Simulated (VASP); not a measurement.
Input:

```
TiS2
1.0
    5.24097     0.00000     0.00000
    0.00000     6.03321     0.00000
    0.00000     0.00000     3.30997
Ti S
2 4
Direct
  0.50000   0.50000   0.50000
  0.00000   0.00000   0.00000
  0.73467   0.15302   0.50000
  0.26533   0.84698   0.50000
  0.23467   0.34698   0.00000
  0.76533   0.65302   0.00000
```

Calculation: LDA (Ceperley-Alder, Perdew-Zunger), VASP's LDA PAW potentials (set 64) (plane waves; VASP). Settings: 400 eV cut-off, Gaussian smearing of 0.050 eV, potentials Ti_sv S.

Task: Give the energies of bands 14 to 27 at the high-symmetry points, in eV from the Fermi level.

Result: 
```csv
band,Γ,X,S,Y,Z,U,R,T
14,-5.20,-5.51,-5.19,-5.03,-4.72,-5.14,-5.28,-5.51
15,-4.33,-3.07,-3.39,-3.96,-4.16,-4.40,-5.13,-3.71
16,-3.79,-3.07,-3.39,-3.96,-4.16,-4.40,-5.13,-3.71
17,-2.96,-2.89,-2.78,-3.02,-3.83,-3.78,-3.18,-3.48
18,-2.68,-2.89,-2.78,-3.02,-3.83,-3.78,-3.18,-3.48
19,-2.55,-2.71,-2.10,-2.60,-2.93,-2.86,-3.01,-3.07
20,-1.68,-2.71,-2.10,-2.60,-2.93,-2.86,-3.01,-3.07
21,-1.48,-0.82,-1.46,-1.04,-2.93,-2.82,-1.44,-1.97
22,-0.33,-0.82,-1.46,-1.04,-2.93,-2.82,-1.44,-1.97
23,0.18,-0.60,-0.44,-0.68,-1.53,-0.03,-0.99,-1.74
24,0.20,-0.60,-0.44,-0.68,-1.53,-0.03,-0.99,-1.74
25,0.30,0.34,-0.13,0.54,0.97,0.36,1.01,-0.06
26,0.66,0.34,-0.13,0.54,0.97,0.36,1.01,-0.06
27,0.80,1.52,0.89,1.53,1.95,1.22,1.20,1.85
```

It has no gap at this level: it comes out as a metal or semimetal.

The structure comes from a computed database's TiS2 entry (Pnnm); how it stands against other phases isn't given here. It was relaxed first, which changed the volume by -8 %.
